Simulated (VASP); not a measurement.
**Bulk modulus of diamond and zinc-blende semiconductors: r2SCAN against PBE**

VASP (plane waves, PAW); cells keep the symmetry of their structure type. Static lattice, from a third-order Birch-Murnaghan fit over five volumes at each level.

Here x stands for PBE B0 and y for r2SCAN B0.

```
solid  PBE B0 (GPa)  r2SCAN B0 (GPa)  cut-off (eV)
-----  ------------  ---------------  ------------
CdTe           35.1                ?           520
CdS            53.3             60.5           520
ZnSe           56.7             65.8           520
Si             89.0             97.5           520
GaN           169.8            194.6           520
AlN           193.7            212.4           520
SiC           212.2            226.8           520
```

The 6 complete rows are fitted with a straight line, y against x. With u = x - 129, the rows have u = -75.70, -72.30, -40.00, 40.80, 64.70, 83.20. Means: u 0.11667, y 142.93. About the means, the sum of products is 27214 and the sum of squares of u is 25331; the slope is their ratio. Least squares gives y = 142.81 + 1.07437·u. Residuals (row less fit): -0.98, 0.67, -2.34, 7.96, 0.08, -5.40; standard error 4.98 (degrees of freedom: 4). The slope is 1.07 with a standard error of 0.031.

Q: What does the fit predict for y at x = 35.1, and how far is the calculated value from it?

A: u = -93.90, so y = 142.81 + 1.07437 × (-93.90) = 41.93 GPa. The calculation gives 40.3 GPa, 1.63 GPa below the prediction (0.9 % of the range of y in the table). The row lies outside the fitted rows, so this is an extrapolation. From the scatter of the fitted rows alone, a prediction at this place has a standard error of 6.13 GPa, so the miss is 0.3 times that.

CdS is here a metastable form; wurtzite is the usual one. GaN is here a metastable form; wurtzite is the usual one. AlN is here a metastable form; wurtzite is the usual one. The rows are a random draw from the solids of this series computed here; series whose standard error about the line passes 12 to 30 % of the range of y, or with no trend, aren't shown in this form.
